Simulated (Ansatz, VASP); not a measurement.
# Cross-check of FePt (Tetraferroplatinum) between VASP and Ansatz, part 2 of 2

One calculation is typed for both programs; each brings its own data sets and cutoff. How far apart do they land? The cell is taken from a series of VASP runs on this material, whose earlier steps may have relaxed, scaled or displaced it; both programs get it as it stands.

VASP 6.6.1 and Ansatz 0.2.0.

So far. Step 2 (Ansatz: single point, PBEsol): The run ends at a pressure of 0.41 GPa.

### Step 4. Side by side

Known differences besides the potentials themselves: the data sets hold 34 valence electrons in Ansatz (default PAW (the set named soft_2) files) and 18 in VASP; the cutoff is 420 eV in Ansatz and 400 eV in VASP; Ansatz makes its cores anew for this functional, VASP keeps those of its PBE data sets; site moments are counted in spheres of each program's own size. Total energies have different zeros and are not compared.

Compared:

```csv
quantity,Ansatz,VASP,difference
pressure (GPa),0.41,-0.03,+0.45
pressure without Ansatz's Pulay correction (GPa),0.34,-0.03,+0.37
total moment (μB),3.10,3.09,0.00
moment on Fe1 (μB),2.84,2.81,+0.03
moment on Pt2 (μB),0.32,0.26,+0.06
```

Ansatz's pressure holds a Pulay correction of 0.08 GPa; VASP's holds none.

### Step 5. Ansatz: single point, PBEsol, volume scaled by 0.98

With cell and atoms fixed, the geometry can't cause a difference; cores, projectors, grids and the points listed under the comparison can. The cell compared in this pair holds 26.20 Å³, against 26.74 Å³ for the pair before.

The cell is a member of a volume series, scaled by 0.98 from a relaxed one, so a pressure remains.

File input.yaml:

```yaml
crystal:
  lattice:
    - [2.6567819772, 0.0, 0.0]
    - [0.0, 2.6567819772, 0.0]
    - [0.0, 0.0, 3.7122441226]
  atoms:
    - { symbol: Fe, position: [0.0, 0.0, 0.0], spin: 2.807 }
    - { symbol: Pt, position: [0.5, 0.5, 0.5], spin: 0.257 }
hamiltonian:
  xc: pbesol
  pseudopotentials: { kind: paw }
magnetization:
  spin_polarized: true
kpoints:
  mp_grid: { grid: [7, 7, 5] }
scf:
  occupations: { method: methfessel_paxton, width: 0.2 }
  n_extra_bands: 7
output:
  forces: true
  stress: true
  eigenvalues: true
```

Launch:

```bash
$ ansatz run input.yaml --threads 2 --pin off --max-ram 4608MiB --backend cpu --events-out ev --progress --plain --runs-dir out
```

Numbers of over 12 decimals in the logs are rounded to 6 here.

What it wrote:

```text
[...]
Crystal: 2 atoms, lattice volume = 26.203 Å³
Basis set: ecut = 420 eV, 513 PW (Γ), exchange–correlation on 36×36×50 points (8 copies of the dense FFT grid, shifted against one another)
Bands: 24, of which v1, the nominal top of the filled ones, is band 17 counted from 1 (16 counted from 0)
Symmetry: 16 space group operations
[...]
k-point 1 ↑: bands = [... 13 lower, 18.5552, 19.6340, 19.9252, 21.0641, 21.0641, 21.2411, 21.7334, 34.0748, ... 3 higher]
  k-point 2 ↑: bands = [... 13 lower, 19.1027, 19.1027, 19.3386, 20.0645, 20.0645, 20.1108, 21.0289, 37.0658, ... 3 higher]
  k-point 29 ↓: bands = [... 13 lower, 20.1757, 20.8974, 22.5459, 22.5478, 23.5043, 27.1609, 29.2654, 29.3858, ... 3 higher]
[key lines of the parts left out:]
SCF converged after 14 iterations
Magnetization: 3.0615 μB (18.5307 up, 15.4693 down)
Free energy (F): -16833.038733 eV
Fermi energy:    21.735579 eV
P = ⅓ Tr σ = 5.4068 GPa (54.068 kbar)
```

Run time: 2.9 s. Hardware: 2 threads of Arm Neoverse V1, shared host; peak memory 0.32 GiB.

The run ends at a pressure of 5.41 GPa.

### Step 6. VASP: single point, PBEsol, volume scaled by 0.98

The same cell, functional, mesh and smearing now go to VASP, with its own data sets and cutoff.

File INCAR:

```
SYSTEM = FePt
PREC = Accurate
ENCUT = 400
EDIFF = 1E-06
NELM = 100
ISMEAR = 1
SIGMA = 0.2
LREAL = .FALSE.
ALGO = Normal
GGA = PS
NBANDS = 18
ISPIN = 2
MAGMOM = 2.807 0.257
LASPH = .TRUE.
LMAXMIX = 4
LORBIT = 11
LWAVE = .FALSE.
LCHARG = .FALSE.
KPAR = 4
ISIF = 2
```

File POSCAR:

```
FePt
1.0
    2.6567819772      0.0000000000      0.0000000000
    0.0000000000      2.6567819772      0.0000000000
    0.0000000000      0.0000000000      3.7122441226
Fe Pt
1 1
Direct
    0.0000000000      0.0000000000      0.0000000000
    0.5000000000      0.5000000000      0.5000000000
```

File KPOINTS:

```
Automatic mesh
0
Gamma
7 7 5
0 0 0
```

PAW data sets: Fe and Pt (PBE family, release 64).

Launch:

```bash
$ mpirun -np 4 vasp_std
```

What it wrote:

```text
[banner, memory and clock lines left out]
running    4 mpi-ranks, on    1 nodes
[...]
[... a notice as in an earlier step ...]

 LDA part: xc-table for (Slater+PW92), standard interpolation
 POSCAR, INCAR and KPOINTS ok, starting setup
[...]
entering main loop
       N       E                     dE             d eps       ncg     rms          rms(c)
DAV:   1     0.756127841648E+02    0.75613E+02   -0.72689E+03  2314   0.911E+02
DAV:   2    -0.152423249390E+02   -0.90855E+02   -0.80271E+02  2206   0.203E+02
DAV:   3    -0.178706715784E+02   -0.26283E+01   -0.25788E+01  2578   0.417E+01
DAV:   4    -0.179009573975E+02   -0.30286E-01   -0.30267E-01  2504   0.380E+00
[...]
DAV:  13    -0.162627135137E+02   -0.96458E-05   -0.52408E-05  2932   0.872E-02    0.240E-02
DAV:  14    -0.162627118129E+02    0.17008E-05   -0.34210E-06  2262   0.281E-02    0.112E-02
DAV:  15    -0.162627115690E+02    0.24396E-06   -0.84204E-07  1190   0.182E-02
   1 F= -.16262712E+02 E0= -.16264479E+02  d E =0.530292E-02  mag=     3.0606
```

From OUTCAR (step 6):

```text
  Total        0.7889991      0.7889991      0.8485451      0.0000000     -0.0000000     -0.0000000
  in kB       48.2434918     48.2434918     51.8844426      0.0000000     -0.0000000     -0.0000000
  external PRESSURE =      49.4571421 kB  Pullay stress =       0.0000000 kB

 POSITION                                       TOTAL-FORCE (eV/Angst)
 -----------------------------------------------------------------------------------
      0.00000      0.00000      0.00000         0.000000      0.000000      0.000000
      1.32839      1.32839      1.85612         0.000000      0.000000      0.000000
 -----------------------------------------------------------------------------------
    total drift:                                0.000000     -0.000000     -0.000000

  FREE ENERGIE OF THE ION-ELECTRON SYSTEM (eV)
  ---------------------------------------------------
  free  energy   TOTEN  =       -16.2627115690 eV

  energy  without entropy=      -16.2680144898  energy(sigma->0) =      -16.26447921

 magnetization (x)
# of ion       s       p       d       tot
------------------------------------------
    1       -0.000  -0.008   2.777   2.768
    2       -0.026  -0.076   0.359   0.257
--------------------------------------------------
tot         -0.026  -0.084   3.135   3.026

[... 3 further parts left out ...]
[key lines of the parts left out:]
E-fermi :   9.2579
```

The scan keeps the cell's shape and the fractional positions fixed.

### Step 7. Side by side

The two programs side by side:

```csv
quantity,Ansatz,VASP,difference
pressure (GPa),5.41,4.95,+0.46
pressure without Ansatz's Pulay correction (GPa),5.32,4.95,+0.38
total moment (μB),3.06,3.06,0.00
moment on Fe1 (μB),2.80,2.77,+0.03
moment on Pt2 (μB),0.32,0.26,+0.07
```

Ansatz's pressure holds a Pulay correction of 0.08 GPa; VASP's holds none.

### Step 8. What the set-up changes

Further runs change the set-up of one program: Ansatz's method, potentials or start, or VASP's data sets, cutoff or form of LDA. The table gives Ansatz less VASP for each quantity, since a change that brings one quantity closer may part another.

```csv
run,pressure (GPa),total moment (μB)
as above,0.46,8.6e-4
Ansatz's all-electron LAPW method,0.46,0.0020
```

### Step 9. VASP: single point, PBEsol, volume scaled by 1.02

With cell and atoms fixed, the geometry can't cause a difference; cores, projectors, grids and the points listed under the comparison can. The cell compared in this pair holds 27.27 Å³, against 26.20 Å³ for the pair before.

INCAR is that of step 6.

File POSCAR:

```
FePt
1.0
    2.6924477361      0.0000000000      0.0000000000
    0.0000000000      2.6924477361      0.0000000000
    0.0000000000      0.0000000000      3.7620788493
Fe Pt
1 1
Direct
    0.0000000000      0.0000000000      0.0000000000
    0.5000000000      0.5000000000      0.5000000000
```

KPOINTS is that of step 6.

Launch:

```bash
$ mpirun -np 4 vasp_std
```

What it wrote:

```text
[... set-up lines as in an earlier step ...]
 entering main loop
       N       E                     dE             d eps       ncg     rms          rms(c)
DAV:   1     0.730469129512E+02    0.73047E+02   -0.72903E+03  2296   0.903E+02
DAV:   2    -0.153664024183E+02   -0.88413E+02   -0.77261E+02  2198   0.199E+02
DAV:   3    -0.179126209863E+02   -0.25462E+01   -0.25036E+01  2530   0.416E+01
DAV:   4    -0.179420597709E+02   -0.29439E-01   -0.29424E-01  2468   0.378E+00
[...]
DAV:  13    -0.162651710753E+02   -0.27743E-04   -0.62463E-05  2876   0.948E-02    0.323E-02
DAV:  14    -0.162651673215E+02    0.37538E-05   -0.56895E-06  2602   0.338E-02    0.124E-02
DAV:  15    -0.162651667532E+02    0.56831E-06   -0.92987E-07  1278   0.190E-02
   1 F= -.16265167E+02 E0= -.16265255E+02  d E =0.263962E-03  mag=     3.1350
```

OUTCAR, selected parts (step 9):

```text
  Total       -0.7301662     -0.7301662     -0.7771878      0.0000000      0.0000000     -0.0000000
  in kB      -42.8953146    -42.8953146    -45.6577094      0.0000000      0.0000000     -0.0000000
  external PRESSURE =     -43.8161129 kB  Pullay stress =       0.0000000 kB

 POSITION                                       TOTAL-FORCE (eV/Angst)
 -----------------------------------------------------------------------------------
      0.00000      0.00000      0.00000         0.000000      0.000000      0.000000
      1.34622      1.34622      1.88104         0.000000      0.000000      0.000000
 -----------------------------------------------------------------------------------
    total drift:                                0.000000     -0.000000     -0.000000

  FREE ENERGIE OF THE ION-ELECTRON SYSTEM (eV)
  ---------------------------------------------------
  free  energy   TOTEN  =       -16.2651667532 eV

  energy  without entropy=      -16.2654307157  energy(sigma->0) =      -16.26525474

 magnetization (x)
# of ion       s       p       d       tot
------------------------------------------
    1        0.002  -0.009   2.856   2.848
    2       -0.026  -0.072   0.358   0.259
--------------------------------------------------
tot         -0.025  -0.081   3.213   3.108

[... 1 part as in an earlier step ...]

[... 2 further parts left out ...]
[key lines of the parts left out:]
E-fermi :   8.6802
```

The run ends at a pressure of -4.38 GPa.

### Step 10. Ansatz: single point, PBEsol, volume scaled by 1.02

The same cell, functional, mesh and smearing now go to Ansatz, which takes its cutoff from its data sets.

The cell is a member of a volume series, scaled by 1.02 from a relaxed one, so a pressure remains.

Edit input.yaml of step 5 so:

```diff
@@ -2,5 +2,5 @@
   lattice:
-    - [2.6567819772, 0.0, 0.0]
-    - [0.0, 2.6567819772, 0.0]
-    - [0.0, 0.0, 3.7122441226]
+    - [2.6924477361, 0.0, 0.0]
+    - [0.0, 2.6924477361, 0.0]
+    - [0.0, 0.0, 3.7620788493]
   atoms:
```

Launch:

```bash
$ ansatz run input.yaml --threads 2 --pin off --max-ram 4608MiB --backend cpu --events-out ev --progress --plain --runs-dir out
```

What it wrote:

```text
[...]
Crystal: 2 atoms, lattice volume = 27.272 Å³
Basis set: ecut = 420 eV, 529 PW (Γ), exchange–correlation on 36×36×54 points (8 copies of the dense FFT grid, shifted against one another)
Bands: 24, of which v1, the nominal top of the filled ones, is band 17 counted from 1 (16 counted from 0)
Symmetry: 16 space group operations
[...]
k-point 1 ↑: bands = [... 13 lower, 17.5556, 18.5618, 18.8219, 19.9368, 19.9368, 20.1502, 20.6662, 32.5617, ... 3 higher]
  k-point 2 ↑: bands = [... 13 lower, 18.0993, 18.0993, 18.2974, 18.9773, 19.0020, 19.0020, 19.9712, 35.7485, ... 3 higher]
  k-point 29 ↓: bands = [... 13 lower, 19.2536, 19.8980, 21.4370, 21.5276, 22.4102, 25.8905, 27.9395, 28.0649, ... 3 higher]
[key lines of the parts left out:]
SCF converged after 16 iterations
Magnetization: 3.1400 μB (18.5700 up, 15.4300 down)
Free energy (F): -16833.042249 eV
Fermi energy:    20.679001 eV
P = ⅓ Tr σ = -3.9341 GPa (-39.341 kbar)
```

The job ended after 3 s (2 threads; peak memory 0.32 GiB; 5.7 s of CPU time).

The run ends at a pressure of -3.93 GPa.

### Step 11. Differences

The two programs side by side:

```csv
quantity,Ansatz,VASP,difference
pressure (GPa),-3.93,-4.38,+0.45
pressure without Ansatz's Pulay correction (GPa),-4.01,-4.38,+0.38
total moment (μB),3.14,3.13,+0.01
moment on Fe1 (μB),2.88,2.85,+0.03
moment on Pt2 (μB),0.32,0.26,+0.06
```

Ansatz's pressure holds a Pulay correction of 0.07 GPa; VASP's holds none.

### Step 12. What the set-up changes

Further runs change the set-up of one program: Ansatz's method, potentials or start, or VASP's data sets, cutoff or form of LDA. The table gives Ansatz less VASP for each quantity, since a change that brings one quantity closer may part another.

```csv
run,pressure (GPa),total moment (μB)
as above,0.45,0.0050
Ansatz's all-electron LAPW method,0.44,0.0053
```

### Step 13. Outcome

```yaml
difference_in_total_moment_single_point_pbesol: 0.0027 μB
difference_in_total_moment_single_point_pbesol_volume_scaled_by_0p98: 8.6e-4 μB
difference_in_total_moment_single_point_pbesol_volume_scaled_by_1p02: 0.0050 μB
```

The difference in total moment is 0.0027 μB (single point, PBEsol). Single point, PBEsol, volume scaled by 0.98, Ansatz's all-electron LAPW method: the difference in total moment goes from 8.6e-4 to 0.0020 μB. For single point, PBEsol, volume scaled by 1.02, no further run moves any of the tabulated differences by more than a quarter of its size. 1 further run of this series is not shown here. How closely two codes agree says nothing of how well the functional describes the real material.

[Lines on the potential files, build, host, timing and source positions are cut from VASP's logs without a mark.]

[Logs are printed without paths, hosts, clocks, repeated set-up lines and the standing remarks that a program may print on its own settings, such as how far it seeks lower states.]

[Hosts, paths, dates, database ids (printed as entryN), source tags and the programs' standing remarks are cut or masked in the printed files.]
